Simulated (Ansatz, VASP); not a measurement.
## H: VASP beside Ansatz

Aim: how closely do two programs agree when they are given the same cell, functional and k mesh? Of the first pair: The two relaxations start from unlike cells of this crystal (the structure described is Ansatz's start), so only their ends are compared.

Program: Ansatz 0.2.0. Level of theory: plane waves, with VASP 6.6.1 beside it; relaxation of cell and atoms at LDA and elastic constants at LDA. Results are calculated unless marked as measured.

### Step 1. Set-up

Symmetry: I4/mmm, No. 139, tetragonal system. The conventional cell has a = 2.799 Å, b = 2.799 Å, c = 3.897 Å, α = 90.00°, β = 90.00°, γ = 90.00°. Nearest to H lie 1 H at 0.77 Å.

### Step 2. Ansatz: relaxation of cell and atoms, LDA

Ansatz runs on norm-conserving files, of PseudoDojo where its log says so.

The relaxed volume is the usual yardstick between codes: in a stiff, nearly cubic crystal its relative difference is about their pressure difference at one cell divided by the bulk modulus.

input.yaml reads:

```yaml
crystal:
  lattice:
    - [-1.3994070871, 1.3994070871, 1.9485191814]
    - [1.3994070871, -1.3994070871, 1.9485191814]
    - [1.3994070871, 1.3994070871, -1.9485191814]
  atoms:
    - { symbol: H, position: [0.9012888266, 0.9012888266, 0.0] }
    - { symbol: H, position: [0.0987111734, 0.0987111734, 0.0] }
kpoints:
  mp_grid: { grid: [10, 10, 10] }
hamiltonian:
  xc: lda
  pseudopotentials: { kind: nc, accuracy: standard }
scf:
  occupations: { method: gaussian, width: 0.02 }
output:
  forces: true
  stress: true
  eigenvalues: true
basis:
  ecutwfc: 1061.244
relax:
  adjacent_minimum: "off"
  f_tol: 0.003
  max_steps: 80
  cell: { stress_tol: 0.03 }
```

Command:

```bash
> ansatz run input.yaml --threads 2 --pin off --max-ram 4096MiB --backend cpu --events-out ev --progress --plain --runs-dir out
```

Numbers of over 12 decimals in the logs are rounded to 6 here.

The log of the run:

```text
Engine: ansatz 0.2.0, aarch64-unknown-linux-gnu
Pseudopotentials: kind: nc
Pseudopotential: H, nc, valence charge 1, recommended cutoff 1006.821291 eV (normal), H.nc.azcp (PseudoDojo's, or run here from an input of PseudoDojo's; its table is named by hamiltonian.pseudopotentials.accuracy)
Functional definition: SPW92
  exchange = slater_x
  correlation = pw_c
Crystal: 2 atoms, lattice volume = 15.263 Å³
Basis set: ecut = 1061.244 eV, 1235 PW (Γ)
Bands: 5, of which v1, the nominal top of the filled ones, is band 1 counted from 1 (0 counted from 0)
Symmetry: 16 space group operations
Space group: I4/mmm (ITA 139), of the structure as read, at distance tolerance 2.5e-5 Å
k-points: 102 of 1000
Non-local potential: H, projectors of the file, l = 0: 2, l = 1: 1
Initial density: superposition of atomic densities (chi_scale 0.1, normalization cell)
Initial wavefunctions: pseudopotential atomic-orbital guess
Functional: x = slater, c = lda
SCF iter   1: F=—  HF=-31.561522 eV  |F-HF|=—  |Δ(HF+E_count)|=         —  Δρ=1.07e-1  dr2=1.25e0  ethr=3.10e-3  ⟨swp⟩=4.0  Hψ=4734  notcnv=0
preconditioner: auto → none  [insulator: Δε(μ)=8.732 eV  Ē_g=19.750 eV  σ=0.020 eV  W_gap=1.00  n_scr=0 (ndim 8)  ℏωp=13.4 eV  f_vac=0.000  D(μ)=0.00/eV (n_scr^D=0)  ε∞_Penn≈1.5]
SCF iter   2: F=—  HF=-31.137521 eV  |F-HF|=—  |Δ(HF+E_count)|=   4.24e-1  Δρ=3.94e-2  dr2=1.75e-1  ethr=3.10e-3  ⟨swp⟩=3.3  Hψ=1863  notcnv=0
SCF iter   3: F=—  HF=-31.067320 eV  |F-HF|=—  |Δ(HF+E_count)|=   7.02e-2  Δρ=1.20e-3  dr2=8.79e-5  ethr=3.10e-3  ⟨swp⟩=3.1  Hψ=1100  notcnv=0
SCF iter   4: F=—  HF=-31.067313 eV  |F-HF|=—  |Δ(HF+E_count)|=   7.06e-6  Δρ=1.51e-4  dr2=3.06e-6  ethr=4.39e-6  ⟨swp⟩=2.4  Hψ=741  notcnv=0
SCF iter   5: F=-31.067313 eV  HF=-31.067313 eV  |F-HF|=7.36e-9  |Δ(HF+E_count)|=   4.94e-7  Δρ=1.13e-5  dr2=1.13e-8  ethr=5.00e-9  ⟨swp⟩=4.2  Hψ=2981  notcnv=0
SCF 1 converged in 5 iterations: F = -31.067313 eV  dr2 = 1.13e-8
relax step   1: F+E_penalty+E_count = -31.06731346 eV  Δ(F+E_penalty+E_count) = +0.000e0 eV  max|allowed force component| = 2.206e-2 eV/Å  Δτ_max = 0.0000 Å  P = +0.071 GPa  Ω = 15.263 Å³  (5 SCF iters, dr2 threshold 1.00e-7 eV, accepted)
[...]
relax step   2: F+E_penalty+E_count = -31.06732880 eV  Δ(F+E_penalty+E_count) = -1.533e-5 eV  max|allowed force component| = 1.360e-3 eV/Å  Δτ_max = 0.0006 Å  P = +0.012 GPa  Ω = 15.272 Å³  energy of the carried Pulay correction = -7.569e-7 eV  (3 SCF iters, dr2 threshold 4.16e-8 eV, accepted)
[...]
relax step   3: F+E_penalty+E_count = -31.06733948 eV  Δ(F+E_penalty+E_count) = -1.068e-5 eV  max|allowed force component| = 8.447e-3 eV/Å  Δτ_max = 0.0007 Å  P = -0.019 GPa  Ω = 15.285 Å³  energy of the carried Pulay correction = -2.035e-6 eV  (4 SCF iters, dr2 threshold 3.22e-9 eV, accepted)
[...]
relax step   4: F+E_penalty+E_count = -31.06735275 eV  Δ(F+E_penalty+E_count) = -1.327e-5 eV  max|allowed force component| = 1.298e-2 eV/Å  Δτ_max = 0.0014 Å  P = -0.039 GPa  Ω = 15.310 Å³  energy of the carried Pulay correction = -4.294e-6 eV  (3 SCF iters, dr2 threshold 2.88e-8 eV, accepted)
[...]
relax step   5: F+E_penalty+E_count = -31.06735754 eV  Δ(F+E_penalty+E_count) = -4.795e-6 eV  max|allowed force component| = 6.364e-3 eV/Å  Δτ_max = 0.0008 Å  P = -0.024 GPa  Ω = 15.318 Å³  energy of the carried Pulay correction = -5.125e-6 eV  (3 SCF iters, dr2 threshold 4.02e-8 eV, accepted)
[...]
relax step   6: F+E_penalty+E_count = -31.06735886 eV  Δ(F+E_penalty+E_count) = -1.319e-6 eV  max|allowed force component| = 1.047e-3 eV/Å  Δτ_max = 0.0002 Å  P = -0.008 GPa  Ω = 15.314 Å³  energy of the carried Pulay correction = -4.754e-6 eV  (3 SCF iters, dr2 threshold 9.44e-9 eV, accepted)
[...]
relax step   7: F+E_penalty+E_count = -31.06736767 eV  Δ(F+E_penalty+E_count) = -8.810e-6 eV  max|allowed force component| = 1.130e-3 eV/Å  Δτ_max = 0.0000 Å  P = -0.007 GPa  Ω = 15.314 Å³  stress off target by 1.71e-2 GPa  SCF on the basis re-selected at this cell (its energy is not comparable with the rows above)  (4 SCF iters)
basis re-selected at this cell: Δ(F+E_penalty+E_count) = -8.810e-6 eV, ΔP = +0.001 GPa vs the last step (what re-selecting the basis moved, of the pressure what is left beyond the Pulay correction that the steps carried, after the strain that the cell walked since its last selection, with what the two solves' SCF thresholds leave and, on support functions, any second-order correction that the steps lacked; it is no m [...]
SCF converged after 4 iterations
Free energy (F): -31.067368 eV
Harris-Foulkes:  -31.067368 eV  (|F-HF|=4.62e-14)
Internal energy: -31.067368 eV  (E = F + TS)
E sigma→0 (E₀):  -31.067368 eV
Fermi energy:    -2.538732 eV
--- Per-component energies (eV) ---
  E_band       = -15.722663
  E_kinetic    = 28.982020
  E_local      = -30.650141  (includes V_loc(G=0)·N_el)
  E_nonlocal   = -4.989772
  E_hartree    = 7.139583
  E_xc         = -17.875030
  E_vxc        = -23.343936  (∫ρ·V_xc dr)
  E_ewald      = -13.674027
  E_smearing   = -0.000000  (= −TS)
  E_closure    = -0.000000  (closes the sum)
  Σ components = -31.067368   (vs F -31.067368, Δ=0.00e0)
--- Forces (eV/Å), atoms counted from 1 ---
  atom   1  H     -0.00000000     0.00000000     0.00112963
  atom   2  H      0.00000000     0.00000000    -0.00112963
  max |Σ_I F_I| component: 3.04e-18 eV/Å
--- Stress (GPa, compression-positive) ---
       -0.001583      -0.000000      -0.000000
       -0.000000      -0.001583       0.000000
       -0.000000       0.000000      -0.017056
  P = ⅓ Tr σ = -0.0067 GPa (-0.067 kbar)
--- Band table (eV; the first three rows and the last of 102) ---
  k-point 0: bands = ["-10.9581", "10.4490", "12.9823", "21.3079", "21.3079"]
  k-point 1: bands = ["-10.6793", "9.6438", "12.1847", "19.3117", "20.3326"]
  k-point 2: bands = ["-9.8786", "7.9544", "10.6376", "16.8923", "17.7417"]
  k-point 101: bands = ["-6.1382", "1.5667", "9.5133", "12.2709", "12.2709"]
--- Relaxed structure (6 steps of the walk, 6 accepted, 1 SCFs on fresh bases) ---
  F+E_penalty+E_count = -31.06736767 eV   max|allowed force component| = 1.130e-3 eV/Å   (the final SCF, on the basis selected at the relaxed cell)
  cell:  # Å, volume = 15.3144 Å³
    - [-1.407747, 1.407747, 1.931933]
    - [1.407747, -1.407747, 1.931933]
    - [1.407747, 1.407747, -1.931933]
  atoms:
    - { symbol: H, position: [0.900343, 0.900343, 0] }
    - { symbol: H, position: [0.099657, 0.099657, 0] }
```

### Step 3. VASP: relaxation of cell and atoms, LDA

Its own start cell and the same functional (in two slightly different forms), mesh and smearing now go to VASP, with its own data sets.

Lines of VASP's logs that name or quote its potential files are left out, and so is its time.

INCAR reads:

```
SYSTEM = H
PREC = Accurate
ENCUT = 500
EDIFF = 1E-07
NELM = 120
ISMEAR = 0
SIGMA = 0.02
LREAL = .FALSE.
ALGO = Normal
GGA = CA
NBANDS = 7
LORBIT = 11
LWAVE = .FALSE.
LCHARG = .FALSE.
ISIF = 3
IBRION = 2
NSW = 80
EDIFFG = -0.005
LASPH = .TRUE.
GGA_COMPAT = .FALSE.
NELMIN = 4
EFERMI = MIDGAP
```

POSCAR reads:

```
H
1.0
   -1.3789081651      1.3789081651      1.9114806029
    1.3789081651     -1.3789081651      1.9114806029
    1.3789081651      1.3789081651     -1.9114806029
H
2
Direct
    0.8990952679      0.8990952679      0.0000000000
    0.1009047321      0.1009047321      0.0000000000
```

KPOINTS reads:

```
Automatic mesh
0
Gamma
10 10 10
0 0 0
```

PAW data sets: H (LDA family, release 64).

Command:

```bash
> mpirun -np 1 vasp_std
```

The log of the run:

```text
[banner, memory and clock lines left out]
running    1 mpi-ranks, on    1 nodes
 distrk:  each k-point on    1 cores,    1 groups
 distr:  one band on    1 cores,    1 groups

 POSCAR found type information on POSCAR H
 POSCAR found :  1 types and       2 ions
 LDA part: xc-table for (Slater(with rela. corr.)+CA(PZ))
 , standard interpolation
 POSCAR, INCAR and KPOINTS ok, starting setup
 FFT: planning ... GRIDC
 FFT: planning ... GRID_SOFT
 FFT: planning ... GRID
 WAVECAR not read
 entering main loop
       N       E                     dE             d eps       ncg     rms          rms(c)
DAV:   1    -0.708972037639E+01   -0.70897E+01   -0.50973E+02  1442   0.187E+02
DAV:   2    -0.729017865337E+01   -0.20046E+00   -0.20046E+00  1911   0.924E+00
DAV:   3    -0.729039832565E+01   -0.21967E-03   -0.21967E-03  1575   0.296E-01
DAV:   4    -0.729039845909E+01   -0.13344E-06   -0.13344E-06  2079   0.750E-03
DAV:   5    -0.729039845914E+01   -0.53987E-10   -0.53993E-10  1617   0.866E-05    0.416E+00
DAV:   6    -0.695459691884E+01    0.33580E+00   -0.19161E-01  1435   0.156E+00    0.225E+00
DAV:   7    -0.680836436714E+01    0.14623E+00   -0.32865E-01  1456   0.214E+00    0.203E-01
DAV:   8    -0.680913435112E+01   -0.76998E-03   -0.16210E-03  1554   0.193E-01    0.700E-02
DAV:   9    -0.680899968778E+01    0.13466E-03   -0.28643E-04  1666   0.650E-02    0.638E-03
DAV:  10    -0.680900010994E+01   -0.42215E-06   -0.28738E-06  1680   0.115E-02    0.149E-03
DAV:  11    -0.680900026773E+01   -0.15779E-06   -0.73118E-08  1624   0.135E-03    0.113E-04
DAV:  12    -0.680900026605E+01    0.16772E-08   -0.17451E-10   826   0.836E-05
   1 F= -.68090003E+01 E0= -.68090003E+01  d E =-.680900E+01
[...]
2 F= -.68090049E+01 E0= -.68090049E+01  d E =-.465500E-05
[...]
3 F= -.68090177E+01 E0= -.68090177E+01  d E =-.173990E-04
 curvature:  -2.92 expect dE=-0.946E-05 dE for cont linesearch -0.939E-05
 ZBRENT: increasing intervall
 opt :  10.0000  next Energy=    -6.809037 (dE=-0.371E-04)
 bond charge predicted
       N       E                     dE             d eps       ncg     rms          rms(c)
DAV:   1    -0.680904231692E+01   -0.24652E-04   -0.92854E-04  1708   0.146E-01    0.143E-02
DAV:   2    -0.680903905661E+01    0.32603E-05   -0.48720E-06  1491   0.127E-02    0.799E-03
DAV:   3    -0.680903763895E+01    0.14177E-05   -0.38956E-06  1526   0.742E-03    0.677E-04
DAV:   4    -0.680903763846E+01    0.48670E-09   -0.17242E-08   861   0.976E-04
   4 F= -.68090376E+01 E0= -.68090376E+01  d E =-.373724E-04
 curvature:  -6.12 expect dE=-0.101E-04 dE for cont linesearch -0.907E-05
 trial: gam=-0.21118 g(F)=  0.389E-06 g(S)=  0.126E-05 ort = 0.266E-05 (trialstep = 0.280E+01)
 search vector abs. value=  0.742E-06
 reached required accuracy - stopping structural energy minimisation
```

OUTCAR, selected parts (step 3):

```text
ion  position               nearest neighbor table
   1  0.899  0.899  0.000-   2 0.77
   2  0.101  0.101  0.000-   1 0.77

  LATTYP: Found a body centered tetragonal cell.
 ALAT       =     2.7578163302
 C/A-ratio  =     1.3862276338

 Subroutine GETGRP returns: Found 16 space group operations
 (whereof 16 operations were pure point group operations)

The static configuration has the point symmetry D_4h.

 Found    102 irreducible k-points:

   k-points           NKPTS =    102   k-points in BZ     NKDIM =    102   number of bands    NBANDS=      7

   dimension x,y,z NGX =    20 NGY =   20 NGZ =   20
   dimension x,y,z NGXF=    40 NGYF=   40 NGZF=   40

   ENCUT  =  500.0 eV  36.75 Ry    6.06 a.u.   4.98  4.98  4.98*2*pi/ulx,y,z

   NELECT =       2.0000    total number of electrons

 k-points in reciprocal lattice and weights: Automatic mesh
   0.00000000  0.00000000  0.00000000       0.001
   0.10000000 -0.00000000  0.00000000       0.008
   0.20000000 -0.00000000  0.00000000       0.008
   0.30000000  0.00000000 -0.00000000       0.008
   0.40000000  0.00000000  0.00000000       0.008
   0.50000000  0.00000000 -0.00000000       0.004
   0.10000000  0.10000000  0.00000000       0.008
   0.20000000  0.10000000  0.00000000       0.016
   0.30000000  0.10000000  0.00000000       0.016
[...]
-0.40000000 -0.40000000  0.40000000       0.002
   0.50000000  0.50000000  0.50000000       0.001

 average (electrostatic) potential at core
       1 -38.8426       2 -38.8426

 E-fermi :  -2.6749

 k-point     1 :       0.0000    0.0000    0.0000
  band No.  band energies     occupation
      1     -11.3866      2.00000
      2      10.9972      0.00000
      3      13.3160      0.00000
      4      21.9507      0.00000
      5      21.9507      0.00000
      6      23.4656      0.00000
    ...

 k-point     2 :       0.1000   -0.0000    0.0000
  band No.  band energies     occupation
      1     -11.1556      2.00000
      2       9.6135      0.00000
      3      13.8299      0.00000
      4      19.6593      0.00000
      5      20.8139      0.00000
      6      23.7989      0.00000
    ...

 k-point     3 :       0.2000   -0.0000    0.0000
  band No.  band energies     occupation
      1     -10.4846      2.00000
      2       6.9780      0.00000
      3      14.1789      0.00000
      4      17.1051      0.00000
      5      19.6499      0.00000
      6      24.6695      0.00000
    ...

  Total       -0.0001520     -0.0001520     -0.0072312      0.0000000      0.0000000      0.0000000
  in kB       -0.0168305     -0.0168305     -0.8005384      0.0000000      0.0000000      0.0000000
  external PRESSURE =      -0.2780665 kB  Pullay stress =       0.0000000 kB

  energy-cutoff  :      500.00
  volume of cell :       14.47
      direct lattice vectors                 reciprocal lattice vectors
    -1.377865265  1.377865265  1.905741332     0.000000000  0.362880183  0.262365092
     1.377865265 -1.377865265  1.905741332     0.362880183  0.000000000  0.262365092
     1.377865265  1.377865265 -1.905741332     0.362880183  0.362880183  0.000000000

 POSITION                                       TOTAL-FORCE (eV/Angst)
 -----------------------------------------------------------------------------------
      1.37787      1.37787      1.51999        -0.000000     -0.000000     -0.002008
      0.00000      0.00000      0.38575         0.000000      0.000000      0.002008
 -----------------------------------------------------------------------------------
    total drift:                                0.000000      0.000000     -0.000000

  FREE ENERGIE OF THE ION-ELECTRON SYSTEM (eV)
  ---------------------------------------------------
  free  energy   TOTEN  =        -6.8090376385 eV

  energy  without entropy=       -6.8090376385  energy(sigma->0) =       -6.80903764

 reached required accuracy - stopping structural energy minimisation

 total charge
# of ion       s       p       d       tot
------------------------------------------
    1        0.579   0.026   0.000   0.605
    2        0.579   0.026   0.000   0.605
--------------------------------------------------
tot          1.158   0.053   0.000   1.211

[... 3 further parts left out ...]
```

### Step 4. Comparison

Known differences besides the potentials themselves: the two LDA forms differ slightly; the cutoff is 1061.24 eV in Ansatz and 500 eV in VASP; VASP's log shows a relativistic correction to its local exchange, Ansatz's none; Ansatz adds a Pulay correction to the stress that steers its cell, VASP none. Total energies have different zeros and are not compared.

Compared:

```
                                         quantity  Ansatz   VASP  difference
                                      volume (Å³)   15.31  14.47     +5.82 %
edge a after relaxation, in the typed setting (Å)   2.774  2.726     +1.78 %
```

(Continued in part 2 of 2.)

[Lines on the potential files, build, host, timing and source positions are cut from VASP's logs without a mark.]

[Logs are printed without paths, hosts, clocks, repeated set-up lines and the standing remarks that a program may print on its own settings, such as how far it seeks lower states.]

[Hosts, paths, dates, database ids (printed as entryN), source tags and the programs' standing remarks are cut or masked in the printed files.]
